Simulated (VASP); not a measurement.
All values below come from PBEsol GGA, VASP's PBE PAW potentials (set 64) (plane waves; VASP).

VASP input:

KPOINTS:
```
Automatic mesh
0
Gamma
9 9 9
0 0 0
```

### POSCAR
```
Si2Ni
2.6981430
  0.0000000000   0.9999999387   0.9999999387
  0.9999999387   0.0000000000   0.9999999387
  0.9999999387   0.9999999387   0.0000000000
Si Ni
2 1
Direct
  0.2500000000   0.2500000000   0.2500000000
  0.7500000000   0.7500000000   0.7500000000
  0.0000000000   0.0000000000   0.0000000000
```

**INCAR**
```
PREC = Accurate
SYSTEM = Si2Ni
ALGO = Normal
ENCUT = 530   ! plane-wave cut-off (eV)
LREAL = F   ! projection in real space or not
LASPH = T
POTIM = 0.015   ! step
EDIFF = 1E-7   ! SCF stop (eV)
SIGMA = 0.1   ! width (eV)
ISIF = 3   ! ions, shape and volume
NSW = 1
NELM = 100
LWAVE = F
NFREE = 2
GGA = PS   ! PBEsol
LCHARG = F
LMAXMIX = 4   ! l cut-off of mixed one-centre charges
ISMEAR = 1
IBRION = 6   ! finite differences
```

POTCAR, in this order: Si Ni (PBE.64 set). Program: vasp_std.

Output

### OSZICAR
```
...
DAV:   6    -0.189778696546E+02    0.14460E-02   -0.13566E-04  7343   0.119E-01    0.883E-03
DAV:   7    -0.189775516892E+02    0.31797E-03   -0.17823E-05  6931   0.453E-02    0.366E-03
DAV:   8    -0.189774088336E+02    0.14286E-03   -0.18550E-06  7943   0.177E-02    0.737E-04
DAV:   9    -0.189773973940E+02    0.11440E-04   -0.22844E-07  5692   0.458E-03    0.329E-04
DAV:  10    -0.189773931936E+02    0.42005E-05   -0.11631E-08  3665   0.116E-03    0.972E-05
DAV:  11    -0.189773927173E+02    0.47622E-06   -0.24418E-09  3285   0.695E-04    0.343E-05
DAV:  12    -0.189773925786E+02    0.13875E-06   -0.59917E-10  3160   0.296E-04    0.207E-05
DAV:  13    -0.189773925369E+02    0.41682E-07   -0.18309E-10  3035   0.188E-04
  10 F= -.18977393E+02 E0= -.18977621E+02  d E =0.686743E-03
       N       E                     dE             d eps       ncg     rms          rms(c)
DAV:   1    -0.190233887751E+02   -0.45996E-01   -0.73022E-01  6748   0.757E+00    0.123E+00
DAV:   2    -0.189890795708E+02    0.34309E-01   -0.39235E-02  7447   0.291E+00    0.665E-01
DAV:   3    -0.189787980618E+02    0.10282E-01   -0.29210E-02  7722   0.278E+00    0.347E-01
DAV:   4    -0.189776362993E+02    0.11618E-02   -0.75890E-03  6874   0.202E+00    0.111E-01
DAV:   5    -0.189774082116E+02    0.22809E-03   -0.66800E-04  7090   0.346E-01    0.403E-02
DAV:   6    -0.189773916735E+02    0.16538E-04   -0.86780E-05  6681   0.858E-02    0.898E-03
DAV:   7    -0.189773920903E+02   -0.41682E-06   -0.37884E-06  6937   0.249E-02    0.542E-03
DAV:   8    -0.189773922589E+02   -0.16856E-06   -0.38354E-07  6769   0.924E-03    0.495E-04
DAV:   9    -0.189773922553E+02    0.35752E-08   -0.16097E-08  3740   0.257E-03
  11 F= -.18977392E+02 E0= -.18977621E+02  d E =0.686713E-03
       N       E                     dE             d eps       ncg     rms          rms(c)
DAV:   1    -0.189977061756E+02   -0.20314E-01   -0.59998E-01  6773   0.682E+00    0.795E-01
DAV:   2    -0.189838767288E+02    0.13829E-01   -0.18258E-02  7511   0.195E+00    0.457E-01
DAV:   3    -0.189779613812E+02    0.59153E-02   -0.12847E-02  7482   0.198E+00    0.234E-01
DAV:   4    -0.189774234102E+02    0.53797E-03   -0.38973E-03  6889   0.140E+00    0.777E-02
DAV:   5    -0.189773170754E+02    0.10633E-03   -0.59653E-04  7421   0.312E-01    0.261E-02
DAV:   6    -0.189773764320E+02   -0.59357E-04   -0.13662E-04  7245   0.107E-01    0.824E-03
DAV:   7    -0.189773867383E+02   -0.10306E-04   -0.16257E-05  6955   0.380E-02    0.296E-03
DAV:   8    -0.189773935129E+02   -0.67747E-05   -0.19597E-06  7013   0.130E-02    0.723E-04
DAV:   9    -0.189773929740E+02    0.53893E-06   -0.32569E-07  5885   0.584E-03    0.249E-04
DAV:  10    -0.189773926357E+02    0.33834E-06   -0.14881E-08  3690   0.128E-03    0.970E-05
DAV:  11    -0.189773925760E+02    0.59679E-07   -0.29821E-09  3280   0.625E-04
  12 F= -.18977393E+02 E0= -.18977621E+02  d E =0.686742E-03
       N       E                     dE             d eps       ncg     rms          rms(c)
DAV:   1    -0.190234162662E+02   -0.46024E-01   -0.75742E-01  6704   0.766E+00    0.123E+00
DAV:   2    -0.189890725398E+02    0.34344E-01   -0.39086E-02  7456   0.289E+00    0.665E-01
DAV:   3    -0.189787475009E+02    0.10325E-01   -0.28950E-02  7608   0.275E+00    0.341E-01
DAV:   4    -0.189776373824E+02    0.11101E-02   -0.74604E-03  6877   0.199E+00    0.111E-01
DAV:   5    -0.189774076725E+02    0.22971E-03   -0.67465E-04  7151   0.352E-01    0.399E-02
DAV:   6    -0.189773916924E+02    0.15980E-04   -0.85883E-05  6768   0.854E-02    0.892E-03
DAV:   7    -0.189773921142E+02   -0.42176E-06   -0.36869E-06  7019   0.248E-02    0.536E-03
DAV:   8    -0.189773922802E+02   -0.16599E-06   -0.37761E-07  6759   0.910E-03    0.498E-04
DAV:   9    -0.189773922761E+02    0.40422E-08   -0.16834E-08  3735   0.263E-03
  13 F= -.18977392E+02 E0= -.18977621E+02  d E =0.686711E-03
       N       E                     dE             d eps       ncg     rms          rms(c)
DAV:   1    -0.190024259467E+02   -0.25034E-01   -0.33843E-01  3888   0.541E+00    0.508E-01
DAV:   2    -0.189922924290E+02    0.10134E-01   -0.10159E-02  4302   0.130E+00    0.316E-01
DAV:   3    -0.189814137784E+02    0.10879E-01   -0.88278E-03  4690   0.168E+00    0.196E-01
DAV:   4    -0.189801681923E+02    0.12456E-02   -0.25962E-03  4339   0.112E+00    0.214E-02
DAV:   5    -0.189799656496E+02    0.20254E-03   -0.16094E-04  4088   0.116E-01    0.128E-02
DAV:   6    -0.189797537997E+02    0.21185E-03   -0.24469E-05  4709   0.492E-02    0.508E-03
DAV:   7    -0.189796736562E+02    0.80144E-04   -0.58317E-06  4276   0.266E-02    0.177E-03
DAV:   8    -0.189796517771E+02    0.21879E-04   -0.61173E-07  4054   0.737E-03    0.647E-04
DAV:   9    -0.189796484268E+02    0.33503E-05   -0.53086E-08  2360   0.255E-03    0.253E-04
DAV:  10    -0.189796477097E+02    0.71708E-06   -0.93820E-09  2130   0.169E-03    0.101E-04
DAV:  11    -0.189796474874E+02    0.22237E-06   -0.26006E-09  1965   0.759E-04    0.581E-05
DAV:  12    -0.189796473707E+02    0.11667E-06   -0.93155E-10  1865   0.525E-04    0.310E-05
DAV:  13    -0.189796473481E+02    0.22563E-07   -0.35088E-10  1855   0.261E-04
  14 F= -.18979647E+02 E0= -.18979885E+02  d E =0.712774E-03
       N       E                     dE             d eps       ncg     rms          rms(c)
DAV:   1    -0.189792672069E+02    0.38016E-03   -0.12481E-01  3395   0.245E+00    0.141E-01
DAV:   2    -0.189797028223E+02   -0.43562E-03   -0.59669E-03  4219   0.785E-01    0.779E-02
DAV:   3    -0.189796448763E+02    0.57946E-04   -0.21555E-04  3858   0.134E-01    0.162E-02
DAV:   4    -0.189796485109E+02   -0.36346E-05   -0.32904E-05  4158   0.752E-02    0.128E-02
DAV:   5    -0.189796479012E+02    0.60969E-06   -0.53331E-06  4179   0.595E-02    0.916E-03
DAV:   6    -0.189796473726E+02    0.52852E-06   -0.17394E-06  4682   0.233E-02    0.794E-04
DAV:   7    -0.189796473765E+02   -0.38679E-08   -0.19859E-07  3261   0.326E-03
  15 F= -.18979647E+02 E0= -.18979885E+02  d E =0.712773E-03
       N       E                     dE             d eps       ncg     rms          rms(c)
DAV:   1    -0.189791971610E+02    0.45021E-03   -0.10158E+00  1950   0.775E+00    0.152E-01
DAV:   2    -0.189796634769E+02   -0.46632E-03   -0.82018E-03  2540   0.119E+00    0.116E-01
DAV:   3    -0.189795547722E+02    0.10870E-03   -0.74366E-04  2453   0.674E-01    0.952E-02
DAV:   4    -0.189794123023E+02    0.14247E-03   -0.30407E-04  2831   0.279E-01    0.248E-02
DAV:   5    -0.189794039901E+02    0.83121E-05   -0.34413E-05  2854   0.115E-01    0.415E-03
DAV:   6    -0.189794059654E+02   -0.19753E-05   -0.20867E-06  2493   0.163E-02    0.303E-03
DAV:   7    -0.189794075590E+02   -0.15936E-05   -0.47701E-07  2487   0.138E-02    0.705E-04
DAV:   8    -0.189794079786E+02   -0.41955E-06   -0.56630E-08  1410   0.380E-03    0.167E-04
DAV:   9    -0.189794082046E+02   -0.22608E-06   -0.17512E-08  1260   0.121E-03    0.100E-04
DAV:  10    -0.189794082410E+02   -0.36408E-07   -0.38622E-09  1160   0.934E-04
  16 F= -.18979408E+02 E0= -.18979632E+02  d E =0.671113E-03
       N       E                     dE             d eps       ncg     rms          rms(c)
DAV:   1    -0.189801700722E+02   -0.76187E-03   -0.29981E+00  1950   0.131E+01    0.304E-01
DAV:   2    -0.189806917211E+02   -0.52165E-03   -0.20759E-02  2450   0.207E+00    0.248E-01
DAV:   3    -0.189801006931E+02    0.59103E-03   -0.30538E-03  2496   0.138E+00    0.175E-01
DAV:   4    -0.189794442936E+02    0.65640E-03   -0.87041E-04  2579   0.371E-01    0.568E-02
DAV:   5    -0.189794070933E+02    0.37200E-04   -0.17584E-04  2668   0.305E-01    0.834E-03
DAV:   6    -0.189794083835E+02   -0.12902E-05   -0.15026E-05  2360   0.548E-02    0.546E-03
DAV:   7    -0.189794082579E+02    0.12567E-06   -0.65015E-07  2520   0.187E-02    0.208E-03
DAV:   8    -0.189794082473E+02    0.10606E-07   -0.68787E-08  1380   0.368E-03
  17 F= -.18979408E+02 E0= -.18979632E+02  d E =0.671188E-03
```

### OUTCAR
```
------------------------ aborting loop because EDIFF is reached ----------------------------------------
  FORCE on cell =-STRESS in cart. coord.  units (eV):
  Direction    XX          YY          ZZ          XY          YZ          ZX
  --------------------------------------------------------------------------------------
  Total        0.0460129      0.0492126      0.0492126      0.0000000      0.0000000      0.0000000
  in kB        1.8765744      2.0070674      2.0070674      0.0000000      0.0000000      0.0000000
  external PRESSURE =       1.9635698 kB  Pullay stress =       0.0000000 kB
  volume of cell :       39.28
      direct lattice vectors                 reciprocal lattice vectors
     0.000000000  2.698142835  2.698142835    -0.185312650  0.185312650  0.185312650
     2.698142835  0.000000000  2.698142835     0.185312650 -0.185312650  0.185312650
     2.698142835  2.698142835  0.000000000     0.185312650  0.185312650 -0.185312650
 POSITION                                       TOTAL-FORCE (eV/Angst)
 -----------------------------------------------------------------------------------
      1.34907      1.34907      1.34907        -0.074985     -0.000000     -0.000000
      4.04721      4.04721      4.04721        -0.074985      0.000000      0.000000
     -0.01500      0.00000      0.00000         0.149971      0.000000      0.000000
 -----------------------------------------------------------------------------------
    total drift:                               -0.000869     -0.000001     -0.000001
  FREE ENERGIE OF THE ION-ELECTRON SYSTEM (eV)
  ---------------------------------------------------
  free  energy   TOTEN  =       -18.9794082473 eV

  energy  without entropy=      -18.9800794351  energy(sigma->0) =      -18.97963198

   1 f  =    9.670467 THz    60.761339 2PiTHz  322.572073 cm-1    39.993822 meV
             X         Y         Z           dx          dy          dz
      1.349071  1.349071  1.349071    -0.495733   -0.057053    0.500992
      4.047214  4.047214  4.047214     0.495733    0.057053   -0.500992
      0.000000  0.000000  0.000000    -0.000000    0.000000    0.000000

   2 f  =    9.670467 THz    60.761339 2PiTHz  322.572073 cm-1    39.993822 meV
             X         Y         Z           dx          dy          dz
      1.349071  1.349071  1.349071    -0.484202    0.249910   -0.450659
      4.047214  4.047214  4.047214     0.484202   -0.249910    0.450659
      0.000000  0.000000  0.000000     0.000000   -0.000000    0.000000

   3 f  =    9.670467 THz    60.761339 2PiTHz  322.572073 cm-1    39.993822 meV
             X         Y         Z           dx          dy          dz
      1.349071  1.349071  1.349071     0.140702    0.659007    0.214273
      4.047214  4.047214  4.047214    -0.140702   -0.659007   -0.214273
      0.000000  0.000000  0.000000     0.000000    0.000000    0.000000

   4 f  =    9.235737 THz    58.029846 2PiTHz  308.071021 cm-1    38.195921 meV
             X         Y         Z           dx          dy          dz
      1.349071  1.349071  1.349071     0.505756    0.000000   -0.000000
      4.047214  4.047214  4.047214     0.505756   -0.000000    0.000000
      0.000000  0.000000  0.000000    -0.698872    0.000000    0.000000

   5 f  =    9.235737 THz    58.029846 2PiTHz  308.071021 cm-1    38.195921 meV
             X         Y         Z           dx          dy          dz
      1.349071  1.349071  1.349071     0.000000    0.000000    0.505756
      4.047214  4.047214  4.047214     0.000000    0.000000    0.505756
      0.000000  0.000000  0.000000     0.000000    0.000000   -0.698872

   6 f  =    9.235737 THz    58.029846 2PiTHz  308.071021 cm-1    38.195921 meV
             X         Y         Z           dx          dy          dz
      1.349071  1.349071  1.349071    -0.000000    0.505756   -0.000000
      4.047214  4.047214  4.047214    -0.000000    0.505756   -0.000000
      0.000000  0.000000  0.000000    -0.000000   -0.698872    0.000000

   7 f/i=    0.005622 THz     0.035322 2PiTHz    0.187520 cm-1     0.023250 meV
             X         Y         Z           dx          dy          dz
      1.349071  1.349071  1.349071     0.430320   -0.242972   -0.000000
      4.047214  4.047214  4.047214     0.430320   -0.242972   -0.000000
      0.000000  0.000000  0.000000     0.622824   -0.351666    0.000000

   8 f/i=    0.005622 THz     0.035322 2PiTHz    0.187520 cm-1     0.023250 meV
             X         Y         Z           dx          dy          dz
      1.349071  1.349071  1.349071     0.000000    0.000000   -0.494177
      4.047214  4.047214  4.047214     0.000000    0.000000   -0.494177
      0.000000  0.000000  0.000000     0.000000    0.000000   -0.715247

   9 f/i=    0.005622 THz     0.035322 2PiTHz    0.187520 cm-1     0.023250 meV
             X         Y         Z           dx          dy          dz
      1.349071  1.349071  1.349071     0.242972    0.430320    0.000000
      4.047214  4.047214  4.047214     0.242972    0.430320    0.000000
      0.000000  0.000000  0.000000     0.351666    0.622824    0.000000

 ELASTIC MODULI CONTR FROM IONIC RELAXATION (kBar)
 Direction    XX          YY          ZZ          XY          YZ          ZX
 --------------------------------------------------------------------------------
 XX          -0.0000     -0.0000     -0.0000      0.0000      0.0000     -0.0000
 YY          -0.0000     -0.0000     -0.0000      0.0000      0.0000      0.0000
 ZZ          -0.0000     -0.0000     -0.0000      0.0000      0.0000     -0.0000
 XY           0.0000      0.0000      0.0000   -441.5826     -0.0000     -0.0000
 YZ           0.0000      0.0000      0.0000     -0.0000   -441.5826     -0.0000
 ZX          -0.0000      0.0000     -0.0000     -0.0000     -0.0000   -441.5826
 --------------------------------------------------------------------------------

 TOTAL ELASTIC MODULI (kBar)
 Direction    XX          YY          ZZ          XY          YZ          ZX
 --------------------------------------------------------------------------------
 XX        1962.6171   1330.5370   1330.5370      0.0000      0.0000     -0.0000
 YY        1330.5370   1962.6171   1330.5370      0.0000      0.0000      0.0000
 ZZ        1330.5370   1330.5370   1962.6171      0.0000      0.0000     -0.0000
 XY           0.0000      0.0000      0.0000    700.7125     -0.0000     -0.0000
 YZ           0.0000      0.0000      0.0000     -0.0000    700.7125     -0.0000
 ZX          -0.0000      0.0000     -0.0000     -0.0000     -0.0000    700.7125
 --------------------------------------------------------------------------------
```
(Selected blocks of OUTCAR.)

Finite-difference elastic constants of metals are sensitive to mesh and smearing; shear constants can be off by tens of GPa.

The structure comes from a measured Si2Ni entry (Fm-3m) of the Crystallography Open Database, whose conditions weren't checked. It was relaxed first. The run is not spin-polarised, so no magnetic state was tried.
